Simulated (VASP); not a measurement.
Here is the system:

```xyz
4
Lattice="1.5404 -2.6681 0.0000 1.5404 2.6681 0.0000 0.0000 0.0000 4.9720" Properties=species:S:1:pos:R:3 pbc="T T T"
Zn     1.5404    -0.8894     2.4937
Zn     1.5404     0.8894     0.0077
O      1.5404    -0.8894     4.3776
O      1.5404     0.8894     1.8916
```

These are PBEsol GGA, VASP's PBE PAW potentials (set 64) (plane waves; VASP) values and carry that method's errors. Numerical set-up: 620 eV cut-off, 8×8×5 Γ-centred mesh, Gaussian smearing of 0.050 eV, potentials Zn O.

### Question
Estimate the energy per atom (σ→0), pressure.

### Answer

The energy per atom (σ→0) is -4.718 eV/atom and the pressure comes out as 29.74 GPa.

The absolute energy has meaning only against runs of the same code, potentials and settings.

The compound is ZnO in the wurtzite structure. It was relaxed first under an external pressure of 30 GPa.
